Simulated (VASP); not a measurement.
Input:

```xyz
2
Lattice="3.2640 -1.8363 -0.1021 3.2640 1.8363 -0.1021 2.3259 0.0000 2.9370" Properties=species:S:1:pos:R:3 pbc="T T T"
As     2.0948     0.0000     0.6466
As     6.7590     0.0000     2.0862
```

Calculation: LDA (Ceperley-Alder, Perdew-Zunger), VASP's LDA PAW potentials (set 64) (plane waves; VASP). Settings: 500 eV cut-off, 12×12×12 Γ-centred mesh, first-order Methfessel-Paxton smearing of 0.10 eV, potentials As.

Energy and stress use the plane-wave basis of the starting cell.

The ions, cell shape and volume at an external pressure of 20.0 GPa are relaxed. Give the cell that the relaxation ends in.

```xyz
2
Lattice="3.1560 -1.7978 -0.1122 3.1560 1.7978 -0.1122 2.2376 0.0000 2.8631" Properties=species:S:1:pos:R:3 pbc="T T T"
As     2.0552     0.0000     0.6344
As     6.4943     0.0000     2.0045
```
Space group R-3m (166), at a tolerance of 0.03 Å.

How do energy and volume change from the first to the last step?

The energy (σ→0) changes by +124.5 meV/atom and the volume by -7.4 %, in 6 ionic steps.

The compound is As in the a7 structure. This run relaxes it under an external pressure of 20 GPa. Symmetry was kept, so distortions that lower it aren't found.
